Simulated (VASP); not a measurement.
VASP input:

POSCAR:
```
CdSe
1
    4.3631460000     0.0000000000     0.0000000000
   -2.1815730000     3.7785950000     0.0000000000
    0.0000000000     0.0000000000    14.2838210000
Cd Se
4 4
Direct
  0.0000000000   0.0000000000   0.0000000000
  0.0000000000   0.0000000000   0.5000000000
  0.6666670000   0.3333330000   0.7501800000
  0.3333330000   0.6666670000   0.2501800000
  0.0000000000   0.0000000000   0.8121600000
  0.0000000000   0.0000000000   0.3121600000
  0.6666670000   0.3333330000   0.5632900000
  0.3333330000   0.6666670000   0.0632900000
```

### KPOINTS
```
Automatic
0
Gamma
 4 4 1
```

**INCAR**
```
# general
SYSTEM   =  CdSe
PREC     =  Accurate
ENCUT    =  300
LREAL    =  .FALSE.
LASPH    =  .TRUE.

# electronic loop
EDIFF    =  1E-6
NELM     =  100
ALGO     =  Normal
LMAXMIX  =  4

# smearing
ISMEAR   =  0
SIGMA    =  0.136

# functional
GGA      =  PE

# ions
ISIF     =  2

# output
LWAVE    =  .FALSE.
LCHARG   =  .FALSE.
```

POTCAR, in this order: Cd Se (PBE.64 set). Program: vasp_std.

### Question
Write an equivalent input for Quantum ESPRESSO's pw.x.

### Answer
One equivalent input (not run):
```
&CONTROL
  calculation = 'scf'
  pseudo_dir = './pseudo'
  outdir = './out'
  tprnfor = .true.
  tstress = .true.
/
&SYSTEM
  ibrav = 0
  nat = 8
  ntyp = 2
  ecutwfc = 102
  occupations = 'smearing'
  smearing = 'gaussian'
  degauss = 0.009996
  input_dft = 'pbe'
/
&ELECTRONS
  conv_thr = 7.3e-08
  electron_maxstep = 100
/
ATOMIC_SPECIES
  Cd 112.414 Cd.upf
  Se 78.971 Se.upf
CELL_PARAMETERS angstrom
     4.3631460    0.0000000    0.0000000
    -2.1815730    3.7785950    0.0000000
     0.0000000    0.0000000   14.2838210
ATOMIC_POSITIONS crystal
  Cd   0.0000000  0.0000000  0.0000000
  Cd   0.0000000  0.0000000  0.5000000
  Cd   0.6666670  0.3333330  0.7501800
  Cd   0.3333330  0.6666670  0.2501800
  Se   0.0000000  0.0000000  0.8121600
  Se   0.0000000  0.0000000  0.3121600
  Se   0.6666670  0.3333330  0.5632900
  Se   0.3333330  0.6666670  0.0632900
K_POINTS automatic
  4 4 1 0 0 0
```
Limits of the translation: the potentials are each code's own (VASP's PAW set, PseudoDojo norm-conserving files in pw.x), so ENCUT and ecutwfc are chosen apart and not converted; conv_thr bounds pw.x's estimated SCF error, while EDIFF bounds the energy change between steps.

The structure was generated: CdSe was put into an ordered model structure, which need not be its known phase. The cell was not relaxed at this level. The k-mesh is coarse (spacing up to 0.44 per Å, 2π included), so the numbers may not be converged in it.
